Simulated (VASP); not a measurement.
Consider the following.

```xyz
2
Lattice="1.7568 -3.0429 0.0000 1.7568 3.0429 0.0000 0.0000 0.0000 5.3951" Properties=species:S:1:pos:R:3 pbc="T T T"
Tm     1.7568     1.0143     1.3488
Tm     1.7568    -1.0143     4.0463
```

Level of theory: SCAN meta-GGA, VASP's PBE PAW potentials (set 64) (plane waves; VASP). Settings: 520 eV cut-off, 13×13×8 Γ-centred mesh, tetrahedra with Blöchl corrections, potentials Tm_3.

The 4f electrons are frozen in the core of the lanthanide potential, so 4f levels, which can set the real gap, and their magnetism are missing.

Task: Give the energies of bands 7 to 12 at the high-symmetry points, in eV from the Fermi level.

Result: 
```
band      Γ      M      K      A      L      H
----  -----  -----  -----  -----  -----  -----
7     -6.13  -2.35  -0.98  -4.28  -2.20  -0.65
8     -2.46  -1.51  -0.98  -4.28  -2.20  -0.65
9      1.21  -0.94  -0.87   1.29   0.16  -0.49
10     2.18  -0.26  -0.60   1.29   0.16  -0.49
11     2.18   1.78   1.43   2.05   1.62   0.52
12     2.81   1.87   1.43   2.05   1.62   0.52
```

It has no gap at this level: it comes out as a metal or semimetal.

The compound is Tm in the hcp structure. It was relaxed first.
